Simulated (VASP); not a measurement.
Calculation: vdW-DF2, VASP's PBE PAW potentials (set 64) (plane waves; VASP).

VASP ran on this input.

**POSCAR**
```
Al3Sc
1
    4.2178132658     0.0000000000     0.0000000000
    0.0000000000     4.2178132658     0.0000000000
    0.0000000000     0.0000000000     4.2178132658
Sc Al
1 3
Direct
  0.0000000000   0.0000000000   0.0000000000
  0.0000000000   0.5000000000   0.5000000000
  0.5000000000   0.0000000000   0.5000000000
  0.5000000000   0.5000000000   0.0000000000
```

### KPOINTS
```
Automatic mesh
0
Gamma
8 8 8
0 0 0
```

**INCAR**
```
LCHARG = .FALSE.
GGA = ML
SIGMA = 0.1   ! width (eV)
SYSTEM = Al3Sc
LMAXMIX = 4   ! l cut-off of mixed one-centre charges
LREAL = .FALSE.
EDIFF = 1E-7
LWAVE = .FALSE.
AGGAC = 0.0
ALGO = Normal   ! blocked Davidson
NELM = 100
PREC = Accurate
ISIF = 2   ! forces and stress, cell fixed
ENCUT = 520   ! plane-wave cut-off (eV)
ISMEAR = 1
ZAB_VDW = -1.8867
LUSE_VDW = .TRUE.
LASPH = .TRUE.   ! aspherical one-centre terms
```

POTCAR, in this order: Sc_sv Al (PBE.64 set). Program: vasp_std.

Predict the energy per atom (σ→0), pressure, band gap (on the k-mesh).

- energy per atom (σ→0): -2.530 eV/atom
- band gap (on the k-mesh): none (metal, semimetal or under 0.01 eV)
- pressure: -3.79 GPa

OSZICAR:
```
...
DAV:   9    -0.101227435962E+02   -0.37430E-03   -0.43634E-02  1610   0.238E+00    0.329E-01
DAV:  10    -0.101215826290E+02    0.11610E-02   -0.12370E-02  1666   0.119E+00    0.212E-02
DAV:  11    -0.101216309424E+02   -0.48313E-04   -0.18512E-04  1100   0.109E-01    0.213E-02
DAV:  12    -0.101216490634E+02   -0.18121E-04   -0.74019E-05  1226   0.576E-02    0.462E-03
DAV:  13    -0.101216516601E+02   -0.25967E-05   -0.66005E-06  1370   0.220E-02    0.601E-03
DAV:  14    -0.101216517659E+02   -0.10581E-06   -0.56802E-06  1362   0.262E-02    0.647E-04
DAV:  15    -0.101216517084E+02    0.57577E-07   -0.20080E-07  1000   0.336E-03
   1 F= -.10121652E+02 E0= -.10121244E+02  d E =-.122319E-02
```

The compound is Al3Sc in the L1_2 structure. This cell is one point of a volume scan, at 1.06 of the reference volume.
